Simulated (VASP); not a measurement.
Output of a VASP run:

### OSZICAR
```
       N       E                     dE             d eps       ncg     rms          rms(c)
DAV:   1     0.577339253962E+02    0.57734E+02   -0.48829E+03  5864   0.110E+03
DAV:   2    -0.480304332087E+00   -0.58214E+02   -0.57510E+02  5880   0.242E+02
DAV:   3    -0.254575580832E+01   -0.20655E+01   -0.20598E+01  6634   0.533E+01
DAV:   4    -0.258948070254E+01   -0.43725E-01   -0.43714E-01  7362   0.761E+00
DAV:   5    -0.259134706193E+01   -0.18664E-02   -0.18663E-02  6916   0.127E+00    0.206E+00
DAV:   6    -0.257195883759E+01    0.19388E-01   -0.34724E-02  6558   0.391E+00    0.105E+00
DAV:   7    -0.256744496662E+01    0.45139E-02   -0.12170E-02  6684   0.215E+00    0.226E-01
DAV:   8    -0.256713545795E+01    0.30951E-03   -0.64410E-04  6570   0.516E-01    0.280E-02
DAV:   9    -0.256714067823E+01   -0.52203E-05   -0.12035E-05  7678   0.476E-02    0.984E-03
DAV:  10    -0.256714113720E+01   -0.45897E-06   -0.73813E-07  3808   0.935E-03
   1 F= -.25671411E+01 E0= -.25594775E+01  d E =-.153273E-01
```

File OUTCAR:
```
------------------------ aborting loop because EDIFF is reached ----------------------------------------
  FORCE on cell =-STRESS in cart. coord.  units (eV):
  Direction    XX          YY          ZZ          XY          YZ          ZX
  --------------------------------------------------------------------------------------
  Total       -0.0528109     -0.0528109     -0.0675920      0.0000000     -0.0000000      0.0000000
  in kB       -3.0906749     -3.0906749     -3.9557126      0.0000000     -0.0000000      0.0000000
  external PRESSURE =      -3.3790208 kB  Pullay stress =       0.0000000 kB
  volume of cell :       27.38
      direct lattice vectors                 reciprocal lattice vectors
    -1.647825000  1.647825000  2.520571000     0.000000000  0.303430279  0.198367751
     1.647825000 -1.647825000  2.520571000     0.303430279  0.000000000  0.198367751
     1.647825000  1.647825000 -2.520571000     0.303430279  0.303430279  0.000000000
 POSITION                                       TOTAL-FORCE (eV/Angst)
 -----------------------------------------------------------------------------------
      0.00000      0.00000      0.00000         0.000000      0.000000      0.000000
 -----------------------------------------------------------------------------------
    total drift:                                0.000000     -0.000000      0.000000
  FREE ENERGIE OF THE ION-ELECTRON SYSTEM (eV)
  ---------------------------------------------------
  free  energy   TOTEN  =        -2.5671411372 eV

  energy  without entropy=       -2.5518137990  energy(sigma->0) =       -2.55947747
```
(Selected blocks of OUTCAR.)

File POSCAR:
```
In
1
   -1.6478250000     1.6478250000     2.5205710000
    1.6478250000    -1.6478250000     2.5205710000
    1.6478250000     1.6478250000    -2.5205710000
In
1
Direct
  0.0000000000   0.0000000000   0.0000000000
```

Write an INCAR and KPOINTS that could have produced this output.

Several could match; the one computed here: the input of the run itself, PBE GGA, plane waves, VASP's PBE PAW potentials (set 64).

File KPOINTS:
```
Automatic
0
gamma
  15 15 15
0.5 0.5 0.5
```

INCAR:
```
SYSTEM=In
PREC=Accurate; ENCUT=300; LREAL=.False.
LASPH=.True.
EDIFF=1E-6; NELM=100; ALGO=Normal
LMAXMIX=4
ISMEAR=-1; SIGMA=0.1
GGA=PE
ISIF=2
LWAVE=.False.; LCHARG=.False.
```

POTCAR, in this order: In_d (PBE.64 set). Program: vasp_std.

At this cut-off the stress carries a Pulay error, which pulls relaxed volumes low.

The structure comes from a computed database's In entry; how it stands against other phases isn't given here. The cell was not relaxed at this level. The run is one of a series of settings (KPOINTS 15×15×15 Γ-centred mesh shifted by (0.5, 0.5, 0.5) against the base run), some of them coarse on purpose.
